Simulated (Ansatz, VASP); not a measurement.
# Cross-check of Ta7Si (Ta(110)-(2x1)-Si surface alloy) between VASP and Ansatz

Aim: how closely do two programs agree when they are given the same cell, functional and k mesh? Of the first pair: The structure shown is the start of the Ansatz relaxation below; VASP solves that cell, so the two are compared at the walk's first step.

Calculated with Ansatz 0.2.0; plane waves, with VASP 6.6.1 beside it; single point at PBE.

## Step 1: Starting point

The cell holds 8 atoms: 7 Ta and 1 Si. Its edges and angles: a = 5.733 Å, b = 2.867 Å, c = 24.322 Å, α = 90.0°, β = 90.0°, γ = 70.5°. Vacuum lies along c.

## Step 2: Ansatz: relaxation, PBE

Ansatz runs on its default PAW (the set named soft_2) files.

The two programs are compared at the cell with which this relaxation starts, whose forces are those of its first step.

input.yaml

```yaml
crystal:
  lattice:
    - [5.7330881731, 0.0, 0.0]
    - [0.9555146955, 2.7026036829, 0.0]
    - [0.0, 0.0, 24.3215703372]
  atoms:
    - { symbol: Ta, position: [0.0, 0.0, 0.3494840128] }
    - { symbol: Ta, position: [0.5, 0.0, 0.3494840128] }
    - { symbol: Ta, position: [0.25, 0.5, 0.4457164277] }
    - { symbol: Ta, position: [0.75, 0.5, 0.4457164277] }
    - { symbol: Ta, position: [0.0, 0.0, 0.5419488425] }
    - { symbol: Ta, position: [0.5, 0.0, 0.5419488425] }
    - { symbol: Ta, position: [0.25, 0.5, 0.6381812573] }
    - { symbol: Si, position: [0.75, 0.5, 0.6505159872] }
kpoints:
  mp_grid: { grid: [5, 10, 1] }
hamiltonian:
  xc: pbe
scf:
  occupations: { method: fermi_dirac, width: 0.1 }
  convergence: { dr2_threshold: 1.0e-08 }
efield:
  axis: 3
  dipole_correction: true
  ramp_position: 0.97
  ramp_width: 0.06
relax:
  f_tol: 0.015
  max_steps: 90
  constraints: [{ sites: [0, 1, 2, 3] }]
output:
  write_potential: true
  write_density: true
  volumetric_format: npy
```

Started as:

```sh
ansatz run input.yaml --threads 4 --pin off --max-ram 6144MiB --backend cpu --events-out ev --progress --plain --runs-dir out
```

Numbers of over 12 decimals in the logs are rounded to 6 here.

Output:

```text
Engine: ansatz 0.2.0, aarch64-unknown-linux-gnu
Pseudopotentials: kind: paw
Pseudopotential: Ta, paw, valence charge 13, recommended cutoff 420 eV (normal), Ta.paw.azcp
Pseudopotential: Si, paw, valence charge 4, recommended cutoff 420 eV (normal), Si.paw.azcp
Functional definition: PBE
  parameter kappa = 0.804
  parameter beta = 0.066725
  exchange = pbe_x(kappa = kappa, mu = beta*pi^2/3)
  correlation = pbe_c(beta = beta)
Crystal: 8 atoms, lattice volume = 376.845 Å³
Basis set: ecut = 420 eV, 7369 PW (Γ), exchange–correlation on 80×40×360 points (8 copies of the dense FFT grid, shifted against one another)
Bands: 57, of which v1, the nominal top of the filled ones, is band 48 counted from 1 (47 counted from 0)
Symmetry: 2 space group operations
Space group: P2 (ITA 3), of the structure as read, at distance tolerance 7.2e-5 Å
k-points: 26 of 50
Non-local potential: Ta, projectors of the file, l = 0: 3, l = 1: 2, l = 2: 2, l = 3: 1
Non-local potential: Si, projectors of the file, l = 0: 2, l = 1: 2, l = 2: 2
PAW form: soft (Blöchl's): semilocal exchange-correlation on the pseudo side does not see the compensation charge
PAW one-centre angular grid: Ta, 590 points (default); XC on 64 Gauss nodes
PAW one-centre angular grid: Si, 110 points (default); XC on 64 Gauss nodes
Initial density: superposition of atomic densities (neutral atoms: chi_scale 0, normalization atom), corrected by the library's trained network
Initial wavefunctions: pseudopotential atomic-orbital guess
Functional: x = pbe(κ = 0.804, μ = 0.219515), c = pbe(β = 0.066725)
SCF iter   1: F=—  HF=-70157.616121 eV  |F-HF|=—  |Δ(HF+E_count)|=         —  Δρ=4.01e-3  dr2=9.88e-1  ethr=1.77e-3  p=-0.010 e·Å  D=-4.74e-3 V/Å  ΔV_dip=0.12 eV  dr2_dipole=2.09e-1  V_vac-E_F(+/−)=4.97/4.86 eV  ⟨swp⟩=10.4  Hψ=7491  notcnv=0
efield: sawtooth ramp at fractional position 0.9700 (set: `efield.ramp_position`, or a place that a band, a saddle search or an elastic batch's reference lends), width 0.0600; the density the first Hamiltonian is built on has a dipole p = -0.010 e·Å; the dipole correction subtracts the counter field D = -4.74e-3 V/Å, which shifts the + side's vacuum level by +0.12 eV against the − side's; the planar-averaged density in the ramp window peaks in size at 2.6e-5 e/Å³
preconditioner: auto → LDOS  [metal: Δε(μ)=0.013 eV  Ē_g=3.822 eV  σ=0.100 eV  W_gap=0.03  n_scr=46 (ndim 8)  ℏωp=11.9 eV  f_vac=0.531  D(μ)=9.48/eV (n_scr^D=42)  β→1.0]
SCF iter   2: F=—  HF=-70157.572478 eV  |F-HF|=—  |Δ(HF+E_count)|=   4.36e-2  Δρ=1.60e-3  dr2=3.21e-2  ethr=1.04e-3  p=0.047 e·Å  D=2.24e-2 V/Å  ΔV_dip=-0.55 eV  dr2_dipole=2.35e-3  V_vac-E_F(+/−)=4.21/4.76 eV  ⟨swp⟩=3.4  Hψ=2086  notcnv=0
SCF iter   3: F=—  HF=-70157.573889 eV  |F-HF|=—  |Δ(HF+E_count)|=   1.41e-3  Δρ=4.77e-4  dr2=3.21e-3  ethr=3.38e-5  p=0.042 e·Å  D=2.02e-2 V/Å  ΔV_dip=-0.49 eV  dr2_dipole=3.78e-4  V_vac-E_F(+/−)=4.29/4.78 eV  ⟨swp⟩=2.0  Hψ=2609  notcnv=0
SCF iter   4: F=—  HF=-70157.573677 eV  |F-HF|=—  |Δ(HF+E_count)|=   2.12e-4  Δρ=1.50e-4  dr2=2.03e-4  ethr=3.38e-6  p=0.045 e·Å  D=2.15e-2 V/Å  ΔV_dip=-0.52 eV  dr2_dipole=1.56e-5  V_vac-E_F(+/−)=4.26/4.78 eV  ⟨swp⟩=2.3  Hψ=2582  notcnv=0
SCF iter   5: F=—  HF=-70157.573681 eV  |F-HF|=—  |Δ(HF+E_count)|=   3.90e-6  Δρ=5.07e-5  dr2=2.16e-5  ethr=2.14e-7  p=0.045 e·Å  D=2.17e-2 V/Å  ΔV_dip=-0.53 eV  dr2_dipole=2.73e-8  V_vac-E_F(+/−)=4.25/4.78 eV  ⟨swp⟩=2.9  Hψ=2831  notcnv=0
SCF iter   6: F=—  HF=-70157.573678 eV  |F-HF|=—  |Δ(HF+E_count)|=   2.72e-6  Δρ=1.81e-5  dr2=3.04e-6  ethr=2.27e-8  p=0.045 e·Å  D=2.18e-2 V/Å  ΔV_dip=-0.53 eV  dr2_dipole=1.99e-9  V_vac-E_F(+/−)=4.25/4.78 eV  ⟨swp⟩=2.6  Hψ=2701  notcnv=0
SCF iter   7: F=—  HF=-70157.573700 eV  |F-HF|=—  |Δ(HF+E_count)|=   2.16e-5  Δρ=4.14e-6  dr2=1.80e-7  ethr=3.20e-9  p=0.046 e·Å  D=2.19e-2 V/Å  ΔV_dip=-0.53 eV  dr2_dipole=5.53e-9  V_vac-E_F(+/−)=4.25/4.78 eV  ⟨swp⟩=2.0  Hψ=2285  notcnv=0
SCF iter   8: F=—  HF=-70157.573700 eV  |F-HF|=—  |Δ(HF+E_count)|=   1.96e-7  Δρ=1.48e-6  dr2=2.08e-8  ethr=1.89e-10  p=0.046 e·Å  D=2.20e-2 V/Å  ΔV_dip=-0.53 eV  dr2_dipole=4.26e-11  V_vac-E_F(+/−)=4.25/4.78 eV  ⟨swp⟩=2.4  Hψ=2287  notcnv=0
SCF iter   9: F=-70157.573700 eV  HF=-70157.573700 eV  |F-HF|=2.78e-9  |Δ(HF+E_count)|=   3.47e-8  Δρ=4.61e-7  dr2=2.26e-9  ethr=1.05e-11  p=0.046 e·Å  D=2.20e-2 V/Å  ΔV_dip=-0.53 eV  dr2_dipole=2.34e-10  V_vac-E_F(+/−)=4.25/4.78 eV  ⟨swp⟩=11.2  Hψ=11011  notcnv=0
SCF 1 converged in 9 iterations: F = -70157.573700 eV  dr2 = 2.26e-9
  greatest PAW one-centre occupation: 0.999 electrons in one spin orbital (limit 2), on the Ta atom at site 1 (counted from 0), in its partial waves of l = 0
relax step   1: F+E_penalty+E_count = -70157.57369997 eV  Δ(F+E_penalty+E_count) = +0.000e0 eV  max|allowed force component| = 1.315e0 eV/Å  Δτ_max = 0.0000 Å  (9 SCF iters, accepted)
[...]
relax step   4: F+E_penalty+E_count = -70158.02505382 eV  Δ(F+E_penalty+E_count) = -3.071e-2 eV  max|allowed force component| = 1.508e-1 eV/Å  Δτ_max = 0.1949 Å  (9 SCF iters, accepted)
[...]
relax step   5: F+E_penalty+E_count = -70158.03121575 eV  Δ(F+E_penalty+E_count) = -6.162e-3 eV  max|allowed force component| = 1.415e-2 eV/Å  Δτ_max = 0.0458 Å  (8 SCF iters, accepted)
NSCF: frozen V_eff on 26 k-points
the band table was solved once a step of the walk had ended and its energy, with any forces and stress, was formed, with the checks that follow a solve (7350 applications of the Hamiltonian). They found nothing against the state; the energy, forces and stress were not computed again (output.eigenvalues in the input reference)
SCF converged after 8 iterations
Free energy (F): -70158.031216 eV
Harris-Foulkes:  -70158.031216 eV  (|F-HF|=5.05e-9)
Internal energy: -70157.737974 eV  (E = F + TS)
E sigma→0 (E₀):  -70157.884595 eV
Entropy (-TS):   -0.293242 eV (-36.655 meV/atom)
Fermi energy:    4.009089 eV
Dipole field:    D = 0.025069 V/Å  (p = 0.052208 e·Å, saw-weighted, corrected)
Work function:   Φ+ = 4.1716 eV   Φ− = 4.7813 eV
Levels:          The Fermi level and band energies are counted from a zero that moves with the ramp; work functions are not
--- Per-component energies (eV) ---
  E_band       = -2076.205643
  E_kinetic    = 2590.107911
  E_local      = -93207.988565  (includes V_loc(G=0)·N_el)
  E_nonlocal   = 128.845800
  E_hartree    = 45334.506220
  E_xc         = -1577.636533
  E_vxc        = -1466.021001  (∫ρ·V_xc dr)
  E_paw        = -59287.758325  (= ΣΔE_a)
  E_vpaw       = -791.369663  (= ΣTr[D̂ρ^β])
  E_aug_tail   = 0.000993  (compensation charges beyond the density's cutoff)
  E_efield     = 0.000654  (sawtooth field / dipole correction)
  E_vefield    = 1.214626  (∫n·V_field dr)
  E_ewald      = 35862.183871
  E_smearing   = -0.293242  (= −TS)
  E_closure    = 0.000000  (closes the sum)
  Σ components = -70158.031216   (vs F -70158.031216, Δ=0.00e0)
--- Forces (eV/Å), atoms counted from 1 ---
  atom   1  Ta     0.02460536    -0.11936970     0.46287268
  atom   2  Ta    -0.02460536     0.11936970     0.46287268
  atom   3  Ta     0.00000000     0.00000000    -0.70824846
  atom   4  Ta     0.00000000     0.00000000    -0.23946694
  atom   5  Ta     0.00479014     0.00021040     0.00259778
  atom   6  Ta    -0.00479014    -0.00021040     0.00259778
  atom   7  Ta     0.00000000     0.00000000     0.00262935
  atom   8  Si     0.00000000     0.00000000     0.01414735
  max |Σ_I F_I| component: 2.23e-6 eV/Å
--- Band table (eV; the first three rows and the last of 26) ---
  k-point 0: bands = [... 44 lower, 3.6250, 3.8787, 4.1754, 4.1868, 4.3574, 4.7045, 5.0216, 5.3145, ... 5 higher]
  k-point 1: bands = [... 44 lower, 3.6098, 3.7009, 3.8591, 4.1334, 4.3503, 4.4852, 4.6168, 4.9800, ... 5 higher]
  k-point 2: bands = [... 44 lower, 3.4657, 3.5925, 3.7230, 3.7725, 3.8079, 4.0276, 4.4771, 4.9267, ... 5 higher]
  k-point 25: bands = [... 44 lower, 3.3189, 3.4929, 3.5417, 3.6330, 3.7877, 3.8587, 4.7895, 5.4959, ... 5 higher]
--- Relaxed structure (5 steps of the walk, 5 accepted, 0 SCFs on fresh bases) ---
  F+E_penalty+E_count = -70158.03121575 eV   max|allowed force component| = 1.415e-2 eV/Å
  atoms:
    - { symbol: Ta, position: [0.0, 0.0, 0.349484] }
    - { symbol: Ta, position: [0.5, 0.0, 0.349484] }
    - { symbol: Ta, position: [0.25, 0.5, 0.4457164277] }
    - { symbol: Ta, position: [0.75, 0.5, 0.4457164277] }
    - { symbol: Ta, position: [0.0028351, -0.013207, 0.541708] }
    - { symbol: Ta, position: [0.497165, 0.013207, 0.541708] }
    - { symbol: Ta, position: [0.25, 0.5, 0.633650] }
    - { symbol: Si, position: [0.75, 0.5, 0.628243] }
```

## Step 3: VASP: single point, PBE, start cell, pair 1

The same cell, functional, mesh and smearing now go to VASP, with its own data sets.

Lines of VASP's logs that name or quote its potential files are left out, and so is its time.

INCAR

```
SYSTEM = Ta7Si
PREC = Accurate
ENCUT = 400
EDIFF = 1E-06
NELM = 120
ISMEAR = -1
SIGMA = 0.1
LREAL = .FALSE.
ALGO = Normal
GGA = PE
NBANDS = 50
LASPH = .TRUE.
LORBIT = 11
LWAVE = .FALSE.
LCHARG = .FALSE.
ISIF = 2
LDIPOL = .TRUE.
IDIPOL = 3
DIPOL = 0.5 0.5 0.495
LVHAR = .TRUE.
GGA_COMPAT = .FALSE.
NELMDL = -8
KPAR = 2
```

POSCAR

```
Ta7Si
1.0
    5.7330881731      0.0000000000      0.0000000000
    0.9555146955      2.7026036829      0.0000000000
    0.0000000000      0.0000000000     24.3215703372
Ta Si
7 1
Direct
    0.9999999144      0.0000000587      0.3494840128
    0.4999998994      0.0000000587      0.3494840128
    0.2499999069      0.5000000587      0.4457164093
    0.7499999069      0.5000000587      0.4457164093
    0.9999999144      0.0000000587      0.5419488469
    0.4999998994      0.0000000587      0.5419488469
    0.2499999069      0.5000000587      0.6381812434
    0.7499999069      0.5000000587      0.6505159733
```

KPOINTS

```
Automatic mesh
0
Gamma
5 10 1
0 0 0
```

PAW data sets: Ta_pv and Si (PBE family, release 64).

Started as:

```sh
mpirun -np 2 vasp_std
```

Output:

```text
[banner, memory and clock lines left out]
running    2 mpi-ranks, on    1 nodes
 distrk:  each k-point on    1 cores,    2 groups
 distr:  one band on    1 cores,    1 groups

 POSCAR found type information on POSCAR TaSi
 POSCAR found :  2 types and       8 ions
 LDA part: xc-table for (Slater+PW92), standard interpolation
|                                                                             |
|           W    W    AA    RRRRR   N    N  II  N    N   GGGG   !!!           |
|           W    W   A  A   R    R  NN   N  II  NN   N  G    G  !!!           |
|           W    W  A    A  R    R  N N  N  II  N N  N  G       !!!           |
|           W WW W  AAAAAA  RRRRR   N  N N  II  N  N N  G  GGG   !            |
|           WW  WW  A    A  R   R   N   NN  II  N   NN  G    G                |
|           W    W  A    A  R    R  N    N  II  N    N   GGGG   !!!           |
|                                                                             |
|     Your reciprocal lattice and k-lattice belong to different lattice       |
|     classes:                                                                |
|                                                                             |
|        The reciprocal lattice is simple monoclinic,                         |
|        whereas your k-lattice is base centered orthorhombic.                |
|                                                                             |
|     Results are often still useful ...                                      |
|                                                                             |

 POSCAR, INCAR and KPOINTS ok, starting setup
 FFT: planning ... GRIDC
 FFT: planning ... GRID_SOFT
 FFT: planning ... GRID
 WAVECAR not read
 entering main loop
       N       E                     dE             d eps       ncg     rms          rms(c)
DAV:   1     0.564630689534E+03    0.56463E+03   -0.40264E+04  3336   0.115E+03
DAV:   2    -0.615068901109E+02   -0.62614E+03   -0.61319E+03  3104   0.335E+02
DAV:   3    -0.893244881408E+02   -0.27818E+02   -0.26246E+02  3358   0.615E+01
DAV:   4    -0.907631061085E+02   -0.14386E+01   -0.14097E+01  3728   0.113E+01
DAV:   5    -0.908004541338E+02   -0.37348E-01   -0.37175E-01  3598   0.179E+00
DAV:   6    -0.908025266237E+02   -0.20725E-02   -0.20671E-02  3760   0.362E-01
DAV:   7    -0.908026285664E+02   -0.10194E-03   -0.10174E-03  3636   0.721E-02
DAV:   8    -0.908026358433E+02   -0.72770E-05   -0.72674E-05  3256   0.164E-02    0.328E+01
DAV:   9    -0.934689630235E+02   -0.26663E+01   -0.61059E+01  3530   0.384E+01    0.180E+01
DAV:  10    -0.988920323223E+02   -0.54231E+01   -0.15180E+02  3892   0.378E+01    0.175E+01
DAV:  11    -0.137532094580E+03   -0.38640E+02   -0.37581E+02  4050   0.468E+01    0.247E+01
DAV:  12    -0.841451351402E+02    0.53387E+02   -0.11601E+02  3692   0.285E+01    0.905E+00
DAV:  13    -0.848076129368E+02   -0.66248E+00   -0.36378E+01  3440   0.140E+01    0.456E+00
DAV:  14    -0.843794928734E+02    0.42812E+00   -0.53342E+00  3560   0.737E+00    0.280E+00
[...]
DAV:  27    -0.841382534156E+02   -0.27192E-04   -0.11937E-05  2760   0.143E-02    0.881E-03
DAV:  28    -0.841382720249E+02   -0.18609E-04   -0.38552E-06  2424   0.107E-02    0.526E-03
DAV:  29    -0.841382834021E+02   -0.11377E-04   -0.29265E-06  2200   0.756E-03    0.316E-03
DAV:  30    -0.841382950889E+02   -0.11687E-04   -0.76871E-07  1976   0.360E-03    0.173E-03
DAV:  31    -0.841383069175E+02   -0.11829E-04   -0.96494E-07  2040   0.301E-03    0.138E-03
DAV:  32    -0.841383116422E+02   -0.47247E-05   -0.41887E-07  1856   0.189E-03    0.586E-04
DAV:  33    -0.841383150322E+02   -0.33900E-05   -0.19023E-07  1648   0.152E-03    0.373E-04
DAV:  34    -0.841383160303E+02   -0.99807E-06   -0.70268E-08  1562   0.915E-04
   1 F= -.84138316E+02 E0= -.83980126E+02  d E =-.316380E+00
```

From OUTCAR (step 3):

```text
ion  position               nearest neighbor table
   1  1.000  0.000  0.349-   3 2.87   4 2.87   2 2.87   2 2.87   3 3.31   4 3.31   2 3.31   2 3.31

  LATTYP: Found a simple monoclinic cell.
 ALAT       =     2.8665440866
 B/A-ratio  =     8.4846315294
 C/A-ratio  =     1.9148542155
 COS(beta)  =    -0.1740776560

 Subroutine GETGRP returns: Found  2 space group operations
 (whereof  1 operations were pure point group operations)

The static configuration has the point symmetry C_1 .
 The point group associated with its full space group is C_2 .

 Found     26 irreducible k-points:

   k-points           NKPTS =     26   k-points in BZ     NKDIM =     26   number of bands    NBANDS=     50

   dimension x,y,z NGX =    40 NGY =   20 NGZ =  160
   dimension x,y,z NGXF=    80 NGYF=   40 NGZF=  320

   ENCUT  =  400.0 eV  29.40 Ry    5.42 a.u.   9.35  4.67 39.66*2*pi/ulx,y,z

   NELECT =      81.0000    total number of electrons

 k-points in reciprocal lattice and weights: Automatic mesh
   0.00000000  0.00000000  0.00000000       0.020
   0.20000000  0.00000000  0.00000000       0.040
   0.40000000  0.00000000  0.00000000       0.040
   0.00000000  0.10000000  0.00000000       0.040
   0.20000000  0.10000000  0.00000000       0.040
   0.40000000  0.10000000  0.00000000       0.040
  -0.40000000  0.10000000  0.00000000       0.040
  -0.20000000  0.10000000  0.00000000       0.040
   0.00000000  0.20000000  0.00000000       0.040
[...]
0.20000000  0.50000000  0.00000000       0.040
   0.40000000  0.50000000  0.00000000       0.040

 dipolmoment           0.000000      0.000000     -0.045683 electrons x Angstroem

 average (electrostatic) potential at core
       1 -42.8532       2 -42.8532       3 -42.4839       4 -42.5327       5 -42.6690
       6 -42.6690       7 -43.3124       8 -90.0645

 E-fermi :  -0.4180

 k-point     1 :       0.0000    0.0000    0.0000
  band No.  band energies     occupation
    ...
     35      -1.5030      1.99996
     36      -1.1700      1.99892
     37      -1.1248      1.99830
     38      -0.7936      1.95432
     39      -0.6487      1.81890
     40      -0.2428      0.29552
     41      -0.2242      0.25167
     42      -0.0256      0.03878
     43       0.2838      0.00179
     44       0.5948      0.00008
    ...

 k-point     2 :       0.2000    0.0000    0.0000
  band No.  band energies     occupation
    ...
     36      -1.0776      1.99727
     37      -0.9920      1.99359
     38      -0.9092      1.98540
     39      -0.8031      1.95838
     40      -0.4304      1.06196
     41      -0.2837      0.41415
     42      -0.0497      0.04908
     43       0.0616      0.01639
     44       0.1838      0.00486
     45       0.7740      0.00001
    ...

 k-point     3 :       0.4000    0.0000    0.0000
  band No.  band energies     occupation
    ...
     39      -0.9915      1.99356
     40      -0.7307      1.91600
     41      -0.7068      1.89447
     42      -0.6395      1.80315
     43      -0.3778      0.80152
     44       0.3013      0.00150
     45       0.9643      0.00000
     46       1.6368      0.00000
     47       1.8554      0.00000
     48       2.2805      0.00000
    ...

  Total      -10.9832891     -9.8233532     -6.9296974      1.3661307      0.0000000      0.0000000
  in kB      -46.6960776    -41.7645441    -29.4620020      5.8081823      0.0000000      0.0000000
  external PRESSURE =     -39.3075412 kB  Pullay stress =       0.0000000 kB

  energy-cutoff  :      400.00
  volume of cell :      376.84
      direct lattice vectors                 reciprocal lattice vectors
     5.733088173  0.000000000  0.000000000     0.174426063 -0.061668926  0.000000000
     0.955514696  2.702603683  0.000000000     0.000000000  0.370013556  0.000000000
     0.000000000  0.000000000 24.321570337     0.000000000  0.000000000  0.041115766

 POSITION                                       TOTAL-FORCE (eV/Angst)
 -----------------------------------------------------------------------------------
      5.73309      0.00000      8.50000         0.040657     -0.087505      0.467380
      2.86654      0.00000      8.50000        -0.040657      0.087505      0.467380
      1.91103      1.35130     10.84052         0.000000      0.000000     -0.618648
      4.77757      1.35130     10.84052         0.000000      0.000000     -0.189073
      5.73309      0.00000     13.18105         0.265876      0.110971      0.786552
      2.86654      0.00000     13.18105        -0.265876     -0.110971      0.786552
      1.91103      1.35130     15.52157        -0.000000      0.000000     -0.389172
      4.77757      1.35130     15.82157         0.000000      0.000000     -1.310971
 -----------------------------------------------------------------------------------
    total drift:                                0.000000     -0.000000      0.000593

  FREE ENERGIE OF THE ION-ELECTRON SYSTEM (eV)
  ---------------------------------------------------
  free  energy   TOTEN  =       -84.1383160303 eV

  energy  without entropy=      -83.8219362320  energy(sigma->0) =      -83.98012613

 vacuum level on the upper side and lower side of the slab         3.831         4.364

 total charge
# of ion       s       p       d       tot
------------------------------------------
    1        0.375   6.090   2.357   8.822
    2        0.375   6.090   2.357   8.822
    3        0.367   6.175   2.364   8.906
    4        0.368   6.178   2.348   8.894
    5        0.361   6.155   2.346   8.861
    6        0.361   6.155   2.346   8.861
    7        0.346   6.073   2.319   8.739
    8        0.808   0.702   0.000   1.511
--------------------------------------------------
tot          3.360  43.619  16.437  63.416

[... 3 further parts left out ...]
```

(Continued in part 2 of 2.)

[Lines on the potential files, build, host, timing and source positions are cut from VASP's logs without a mark.]

[Logs are printed without paths, hosts, clocks, repeated set-up lines and the standing remarks that a program may print on its own settings, such as how far it seeks lower states.]

[Hosts, paths, dates, database ids (printed as entryN), source tags and the programs' standing remarks are cut or masked in the printed files.]
